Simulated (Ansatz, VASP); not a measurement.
# Zr2COF (Zr2COF MXene monolayer) in two plane-wave programs, part 2 of 2

One calculation is typed for both programs; each brings its own data sets. How far apart do they land? Of the first pair: The structure shown is the start of the Ansatz relaxation below; VASP solves that cell, so the two are compared at the walk's first step.

VASP 6.6.1 and Ansatz 0.2.0.

So far: The structure; Ansatz: relaxation, LDA.

## (3) VASP: single point, LDA, start cell, pair 1

Level of this step: LDA, zero-moment start; plane waves and PAW (F, Zr_sv, C, O) (VASP).

The same cell, functional (in two slightly different forms), mesh and smearing now go to VASP, with its own data sets.

Lines of VASP's logs that name or quote its potential files are left out, and so is its time.

INCAR

```
SYSTEM = Zr2COF
PREC = Accurate
ENCUT = 520
EDIFF = 1E-06
NELM = 200
ISMEAR = -1
SIGMA = 0.05
LREAL = .FALSE.
ALGO = Normal
GGA = CA
NBANDS = 29
ISPIN = 2
MAGMOM = -0 -0 -0 -0 -0
LASPH = .TRUE.
LMAXMIX = 4
LORBIT = 11
LWAVE = .FALSE.
LCHARG = .FALSE.
ISIF = 2
LDIPOL = .TRUE.
IDIPOL = 3
DIPOL = 0.5 0.5 0.499
LVHAR = .TRUE.
GGA_COMPAT = .FALSE.
NELMDL = -8
KPAR = 2
```

POSCAR

```
Zr2COF
1.0
    3.2890000000      0.0000000000      0.0000000000
   -1.6445000000      2.8483580000      0.0000000000
    0.0000000000      0.0000000000     40.5718150000
F Zr C O
1 2 1 1
Direct
    0.3333332748      0.6666665496      0.4411929809
    0.6666667252      0.3333334504      0.4657812080
    0.3333332748      0.6666665496      0.5297542888
    0.0000000000      0.0000000000      0.4977677484
    0.6666667252      0.3333334504      0.5588070191
```

KPOINTS

```
Automatic mesh
0
Gamma
12 12 1
0 0 0
```

PAW data sets: F, Zr_sv, C and O (LDA family, release 64).

The run is started by

```bash
mpirun -np 2 vasp_std
```

Numbers of over 12 decimals in the logs are rounded to 6 here.

The program printed:

```text
[banner, memory and clock lines left out]
running    2 mpi-ranks, on    1 nodes
 distrk:  each k-point on    1 cores,    2 groups
 distr:  one band on    1 cores,    1 groups

 POSCAR found type information on POSCAR F ZrC O
 POSCAR found :  4 types and       5 ions
 LDA part: xc-table for (Slater(with rela. corr.)+CA(PZ))
 , standard interpolation
 POSCAR, INCAR and KPOINTS ok, starting setup
 FFT: planning ... GRIDC
 FFT: planning ... GRID_SOFT
 FFT: planning ... GRID
 WAVECAR not read
 entering main loop
       N       E                     dE             d eps       ncg     rms          rms(c)
DAV:   1     0.403061917550E+03    0.40306E+03   -0.18773E+04  2772   0.109E+03
DAV:   2    -0.249413179063E+01   -0.40556E+03   -0.39463E+03  2908   0.308E+02
DAV:   3    -0.535425844582E+02   -0.51048E+02   -0.50606E+02  3252   0.104E+02
DAV:   4    -0.563289743652E+02   -0.27864E+01   -0.27756E+01  3419   0.234E+01
DAV:   5    -0.564500153326E+02   -0.12104E+00   -0.12100E+00  3257   0.361E+00
DAV:   6    -0.564520030012E+02   -0.19877E-02   -0.19874E-02  3184   0.574E-01
DAV:   7    -0.564520622750E+02   -0.59274E-04   -0.59273E-04  3265   0.872E-02
DAV:   8    -0.564520639150E+02   -0.16401E-05   -0.16395E-05  3054   0.151E-02    0.323E+01
DAV:   9    -0.479528082128E+02    0.84993E+01   -0.61125E+01  2691   0.397E+01    0.137E+01
DAV:  10    -0.486016259700E+02   -0.64882E+00   -0.30489E+01  3083   0.236E+01    0.952E+00
DAV:  11    -0.471298951502E+02    0.14717E+01   -0.11514E+01  3144   0.163E+01    0.289E+00
DAV:  12    -0.471370443719E+02   -0.71492E-02   -0.97636E-01  2798   0.428E+00    0.145E+00
DAV:  13    -0.471174890120E+02    0.19555E-01   -0.14270E-01  3016   0.178E+00    0.681E-01
DAV:  14    -0.471176383919E+02   -0.14938E-03   -0.97932E-02  2784   0.161E+00    0.575E-01
[...]
DAV:  24    -0.471108609871E+02   -0.52900E-04   -0.41579E-06  2393   0.570E-03    0.361E-03
DAV:  25    -0.471108854484E+02   -0.24461E-04   -0.19591E-06  2181   0.405E-03    0.165E-03
DAV:  26    -0.471109067192E+02   -0.21271E-04   -0.17650E-06  2145   0.414E-03    0.102E-03
DAV:  27    -0.471109195137E+02   -0.12795E-04   -0.76605E-07  2125   0.182E-03    0.861E-04
DAV:  28    -0.471109269692E+02   -0.74555E-05   -0.44632E-07  2086   0.142E-03    0.242E-04
DAV:  29    -0.471109309589E+02   -0.39897E-05   -0.19542E-07  2087   0.102E-03    0.330E-04
DAV:  30    -0.471109324395E+02   -0.14806E-05   -0.31085E-08  2094   0.501E-04    0.159E-04
DAV:  31    -0.471109334044E+02   -0.96486E-06   -0.18771E-08  1881   0.390E-04
   1 F= -.47110933E+02 E0= -.47102459E+02  d E =-.169485E-01  mag=     0.0000
```

OUTCAR, selected parts (step 3):

```text
ion  position               nearest neighbor table
   1  0.333  0.667  0.441-   2 2.14   2 2.14   2 2.15
   2  0.667  0.333  0.466-   1 2.14   1 2.14   1 2.15   4 2.30   4 2.30   4 2.30   3 3.22   3 3.22
                             3 3.22
   3  0.333  0.667  0.530-   5 2.23   5 2.23   5 2.24   4 2.30   4 2.30   4 2.30   2 3.22   2 3.22
                             2 3.22
   4  0.000  0.000  0.498-   3 2.30   2 2.30   3 2.30   2 2.30   2 2.30   3 2.30
   5  0.667  0.333  0.559-   3 2.23   3 2.23   3 2.24

  LATTYP: Found a hexagonal cell.
 ALAT       =     3.2890000000
 C/A-ratio  =    12.3356080876

 Subroutine GETGRP returns: Found  6 space group operations
 (whereof  6 operations were pure point group operations)

The static configuration has the point symmetry C_3v.

 Found     19 irreducible k-points:

   k-points           NKPTS =     19   k-points in BZ     NKDIM =     19   number of bands    NBANDS=     29

   dimension x,y,z NGX =    24 NGY =   24 NGZ =  320
   dimension x,y,z NGXF=    48 NGYF=   48 NGZF=  640

   ENCUT  =  520.0 eV  38.22 Ry    6.18 a.u.   6.12  6.12 75.44*2*pi/ulx,y,z

   NELECT =      41.0000    total number of electrons

 k-points in reciprocal lattice and weights: Automatic mesh
   0.00000000  0.00000000  0.00000000       0.007
   0.08333333  0.00000000  0.00000000       0.042
   0.16666667  0.00000000  0.00000000       0.042
   0.25000000  0.00000000  0.00000000       0.042
   0.33333333  0.00000000  0.00000000       0.042
   0.41666667  0.00000000  0.00000000       0.042
   0.50000000  0.00000000  0.00000000       0.021
   0.08333333  0.08333333  0.00000000       0.042
   0.16666667  0.08333333  0.00000000       0.083
[...]
0.33333333  0.25000000  0.00000000       0.083
   0.33333333  0.33333333  0.00000000       0.014

 dipolmoment           0.000000      0.000000      0.283187 electrons x Angstroem

 average (electrostatic) potential at core
       1 -85.8128       2 -86.7121       3 -85.7634       4 -60.8368       5 -77.9334

 E-fermi :  -2.5320

 spin component 1
 k-point     1 :       0.0000    0.0000    0.0000
  band No.  band energies     occupation
    ...
     16      -6.1266      1.00000
     17      -6.1266      1.00000
     18      -4.6272      1.00000
     19      -4.0660      1.00000
     20      -4.0660      1.00000
     21      -2.0983      0.00017
     22      -2.0290      0.00004
     23      -2.0290      0.00004
     24      -1.2866      0.00000
     25      -0.4769      0.00000
    ...

 k-point     2 :       0.0833    0.0000    0.0000
  band No.  band energies     occupation
    ...
     16      -6.2187      1.00000
     17      -6.0769      1.00000
     18      -4.6722      1.00000
     19      -4.2834      1.00000
     20      -4.1961      1.00000
     21      -2.2295      0.00235
     22      -1.8348      0.00000
     23      -1.8229      0.00000
     24      -1.3038      0.00000
     25      -0.3554      0.00000
    ...

 k-point     3 :       0.1667    0.0000    0.0000
  band No.  band energies     occupation
    ...
     16      -6.3435      1.00000
     17      -5.9580      1.00000
     18      -5.2293      1.00000
     19      -4.4385      1.00000
     20      -4.3252      1.00000
     21      -2.5255      0.46741
     22      -1.5602      0.00000
     23      -1.3805      0.00000
     24      -1.1152      0.00000
     25       0.0058      0.00000
    ...

 k-point     4 :       0.2500    0.0000    0.0000
  band No.  band energies     occupation
    ...
     17      -5.8539      1.00000
     18      -5.6197      1.00000
     19      -4.5912      1.00000
     20      -4.5144      1.00000
     21      -2.8641      0.99870
     22      -1.1784      0.00000
     23      -0.8067      0.00000
     24      -0.7247      0.00000
     25       0.3946      0.00000
     26       0.7069      0.00000
    ...

 k-point     5 :       0.3333    0.0000    0.0000
  band No.  band energies     occupation
    ...
     17      -5.8369      1.00000
     18      -5.5118      1.00000
     19      -4.8319      1.00000
     20      -4.5799      1.00000
     21      -3.1024      0.99999
     22      -0.7546      0.00000
     23      -0.3142      0.00000
     24      -0.1848      0.00000
     25       0.6512      0.00000
     26       1.4846      0.00000
    ...

 k-point     6 :       0.4167    0.0000    0.0000
  band No.  band energies     occupation
    ...
     17      -5.8727      1.00000
     18      -5.3866      1.00000
     19      -5.0496      1.00000
     20      -4.4906      1.00000
     21      -3.2136      1.00000
     22      -0.5003      0.00000
     23      -0.1828      0.00000
     24       0.3472      0.00000
     25       1.4098      0.00000
     26       1.8465      0.00000
    ...

  Total       -1.7943059     -1.7943065     -0.7208433      0.0000000      0.0000000      0.0000000
  in kB       -7.5635239     -7.5635263     -3.0385654      0.0000000      0.0000000      0.0000000
  external PRESSURE =      -6.0552052 kB  Pullay stress =       0.0000000 kB

  energy-cutoff  :      520.00
  volume of cell :      380.09
      direct lattice vectors                 reciprocal lattice vectors
     3.289000000  0.000000000  0.000000000     0.304043782  0.175539732  0.000000000
    -1.644500000  2.848358000  0.000000000     0.000000000  0.351079464  0.000000000
     0.000000000  0.000000000 40.571815000     0.000000000  0.000000000  0.024647653

 POSITION                                       TOTAL-FORCE (eV/Angst)
 -----------------------------------------------------------------------------------
     -0.00000      1.89890     17.90000         0.000000     -0.000000     -2.688124
      1.64450      0.94945     18.89759        -0.000000      0.000000      3.240573
     -0.00000      1.89890     21.49309         0.000000      0.000000      4.114251
      0.00000      0.00000     20.19534        -0.000000      0.000000     -1.453345
      1.64450      0.94945     22.67181        -0.000000      0.000000     -3.213355
 -----------------------------------------------------------------------------------
    total drift:                                0.000000      0.000222     -0.000499

  FREE ENERGIE OF THE ION-ELECTRON SYSTEM (eV)
  ---------------------------------------------------
  free  energy   TOTEN  =       -47.1109334044 eV

  energy  without entropy=      -47.0939848950  energy(sigma->0) =      -47.10245915

 vacuum level on the upper side and lower side of the slab         4.957        -0.513

 total charge
# of ion       s       p       d       tot
------------------------------------------
    1        1.732   4.389   0.000   6.121
    2        2.176   6.021   1.737   9.934
    3        2.175   6.046   1.523   9.744
    4        0.873   1.534   0.000   2.407
    5        1.562   3.347   0.000   4.909
--------------------------------------------------
tot          8.519  21.337   3.260  33.115

 magnetization (x)
# of ion       s       p       d       tot
------------------------------------------
    1       -0.000  -0.000   0.000  -0.000
    2        0.000  -0.000   0.000   0.000
    3        0.000   0.000   0.000   0.000
    4       -0.000  -0.000   0.000  -0.000
    5       -0.000  -0.000   0.000  -0.000
--------------------------------------------------
tot         -0.000  -0.000   0.000   0.000

[... 5 further parts left out ...]
```

## (4) Differences

Known differences besides the potentials themselves: the two LDA forms differ slightly; Ansatz cuts the interaction across the vacuum, VASP repeats the sheet with a dipole correction; the cutoff is 420 eV in Ansatz and 520 eV in VASP; VASP's log shows a relativistic correction to its local exchange, Ansatz's none. Total energies have different zeros and are not compared.

Forces (eV/Å; atoms numbered as in POSCAR):

```tsv
atom	Ansatz x, y, z	VASP x, y, z
F1	0.000, 0.000, -2.633	0.000, 0.000, -2.688
Zr2	0.000, 0.000, 3.239	0.000, 0.000, 3.241
Zr3	0.000, 0.000, 4.112	0.000, 0.000, 4.114
C4	0.000, 0.000, -1.456	0.000, 0.000, -1.453
O5	0.000, 0.000, -3.259	0.000, 0.000, -3.213
```

The forces differ by 18 meV/Å r.m.s., which is 1.0 % of the r.m.s. force of 1.772 eV/Å (both taken over all components). Moments aren't recorded for both runs of this pair, so they may hold unlike magnetic states. With vacuum in the cell, a pressure given here is an average over mostly empty space and none of the material.

## (5) Ansatz: relaxation, LDA

This run makes the geometry at which the two programs are then compared.

The structure compared here is the end of the Ansatz relaxation.

input.yaml

```yaml
crystal:
  lattice:
    - [3.289, 0.0, 0.0]
    - [-1.6445, 2.848357553, 0.0]
    - [0.0, 0.0, 40.5718145983]
  atoms:
    - { symbol: F, position: [0.3333333333, 0.6666666667, 0.4411929853] }
    - { symbol: Zr, position: [0.6666666667, 0.3333333333, 0.4657812231], spin: 1.0 }
    - { symbol: C, position: [0.0, 0.0, 0.4977677583] }
    - { symbol: Zr, position: [0.3333333333, 0.6666666667, 0.5297542934], spin: 1.0 }
    - { symbol: O, position: [0.6666666667, 0.3333333333, 0.5588070147] }
  periodic: [true, true, false]
magnetization:
  spin_polarized: true
kpoints:
  mp_grid: { grid: [12, 12, 1] }
hamiltonian:
  xc: lda
scf:
  occupations: { method: fermi_dirac, width: 0.05 }
  convergence: { dr2_threshold: 1.0e-09 }
relax:
  f_tol: 0.004
  max_steps: 90
  cell: {}
output:
  write_potential: true
  write_density: true
  volumetric_format: npy
```

The run is started by

```bash
ansatz run input.yaml --threads 4 --pin off --max-ram 12288MiB --backend cpu --events-out ev --progress --plain --runs-dir out
```

The program printed:

```text
[...]
Crystal: 5 atoms, lattice volume = 380.087 Å³
Basis set: ecut = 420 eV, 7587 PW (Γ)
Bands: 27, of which v1, the nominal top of the filled ones, is band 21 counted from 1 (20 counted from 0)
Symmetry: 6 space group operations
[...]
k-points: 19 of 144 (time reversal used)
[...]
cell:  # Å, volume = 368.5532 Å³
    - [3.238714, 0, 0]
    - [-1.619357, 2.804808, 0]
    - [0, 0, 40.5718145983]
  atoms:
    - { symbol: F, position: [0.333333, 0.666667, 0.436834] }
    - { symbol: Zr, position: [0.666667, 0.333333, 0.468258] }
    - { symbol: C, position: [3.249429350148901e-19, 0, 0.498480] }
    - { symbol: Zr, position: [0.333333, 0.666667, 0.533283] }
    - { symbol: O, position: [0.666667, 0.333333, 0.556448] }
[key lines of the parts left out:]
SCF converged after 4 iterations
Magnetization: -0.0000 μB (20.5000 up, 20.5000 down)
Free energy (F): -9752.839050 eV
Fermi energy:    -4.553618 eV
P = ½ c Tr σ = -0.0107 N/m
```

## (6) VASP: single point, LDA, relaxed cell, pair 2

The same cell, functional (in two slightly different forms), mesh and smearing now go to VASP, with its own data sets.

INCAR is that of step 3.

POSCAR

```
Zr2COF
1.0
    3.2387135801      0.0000000000      0.0000000000
   -1.6193567900      2.8048082359      0.0000000000
    0.0000000000      0.0000000000     40.5718145983
F Zr C O
1 2 1 1
Direct
    0.3333333333      0.6666666667      0.4368343032
    0.6666666667      0.3333333333      0.4682578799
    0.3333333333      0.6666666667      0.5332831280
    0.0000000000      0.0000000000      0.4984795576
    0.6666666667      0.3333333333      0.5564484061
```

KPOINTS is that of step 3.

The run is started by

```bash
mpirun -np 2 vasp_std
```

The program printed:

```text
[... set-up lines as in an earlier step ...]
 entering main loop
       N       E                     dE             d eps       ncg     rms          rms(c)
DAV:   1     0.398474666610E+03    0.39847E+03   -0.18874E+04  2780   0.109E+03
DAV:   2    -0.491963477624E+01   -0.40339E+03   -0.39197E+03  2978   0.307E+02
DAV:   3    -0.540755859667E+02   -0.49156E+02   -0.48681E+02  3273   0.102E+02
DAV:   4    -0.567060690767E+02   -0.26305E+01   -0.26204E+01  3422   0.226E+01
[...]
DAV:  29    -0.479989735392E+02   -0.16854E-05   -0.20193E-08  2004   0.430E-04    0.111E-04
DAV:  30    -0.479989749542E+02   -0.14151E-05   -0.10663E-08  2062   0.351E-04    0.715E-05
DAV:  31    -0.479989754936E+02   -0.53939E-06   -0.22420E-09  1878   0.191E-04
   1 F= -.47998975E+02 E0= -.47990524E+02  d E =-.169027E-01  mag=    -0.0000
```

Parts of OUTCAR (step 6):

```text
  Total        0.2648235      0.2648235      0.1501771      0.0000000      0.0000000      0.0000000
  in kB        1.1512428      1.1512428      0.6528509      0.0000000      0.0000000      0.0000000
  external PRESSURE =       0.9851122 kB  Pullay stress =       0.0000000 kB

 POSITION                                       TOTAL-FORCE (eV/Angst)
 -----------------------------------------------------------------------------------
     -0.00000      1.86987     17.72316        -0.000000     -0.000000     -0.038716
      1.61936      0.93494     18.99807         0.000000     -0.000000     -0.017549
     -0.00000      1.86987     21.63626        -0.000000      0.000000     -0.007491
      0.00000      0.00000     20.22422         0.000000     -0.000000      0.010680
      1.61936      0.93494     22.57612         0.000000     -0.000000      0.053076
 -----------------------------------------------------------------------------------
    total drift:                                0.000000      0.000000      0.000326

  FREE ENERGIE OF THE ION-ELECTRON SYSTEM (eV)
  ---------------------------------------------------
  free  energy   TOTEN  =       -47.9989754936 eV

  energy  without entropy=      -47.9820728057  energy(sigma->0) =      -47.99052415

 magnetization (x)
# of ion       s       p       d       tot
------------------------------------------
    1        0.000   0.000   0.000   0.000
    2        0.000   0.000  -0.000  -0.000
    3       -0.000  -0.000  -0.000  -0.000
    4       -0.000  -0.000   0.000  -0.000
    5       -0.000   0.000   0.000   0.000
--------------------------------------------------
tot          0.000   0.000  -0.000  -0.000

[... 1 part as in an earlier step ...]

[... 2 further parts left out ...]
[key lines of the parts left out:]
E-fermi :  -2.3019
```

## (7) Differences

At this near-relaxed geometry the largest component of a force difference is 54 meV/Å. With vacuum in the cell, a pressure given here is an average over mostly empty space and none of the material.

## (8) What came out

| Property | Result |
| --- | --- |
| r.m.s. force difference (single point, LDA, start cell, pair 1) | 1.0 % of the r.m.s. force |
| r.m.s. force difference (single point, LDA, relaxed cell, pair 2) | 18 meV/Å |

**Reading.** The r.m.s. force difference is 18 meV/Å (single point, LDA, relaxed cell, pair 2), beyond the 12 meV/Å picked in this series as the mark of a large difference. What causes the difference of the single point, LDA, relaxed cell, pair 2 pair stays open here. Such differences can come from data sets, numerical settings and the points named under the comparisons, not from the functional's error against experiment.

[Lines on the potential files, build, host, timing and source positions are cut from VASP's logs without a mark.]

[Logs are printed without paths, hosts, clocks, repeated set-up lines and the standing remarks that a program may print on its own settings, such as how far it seeks lower states.]

[Hosts, paths, dates, database ids (printed as entryN), source tags and the programs' standing remarks are cut or masked in the printed files.]
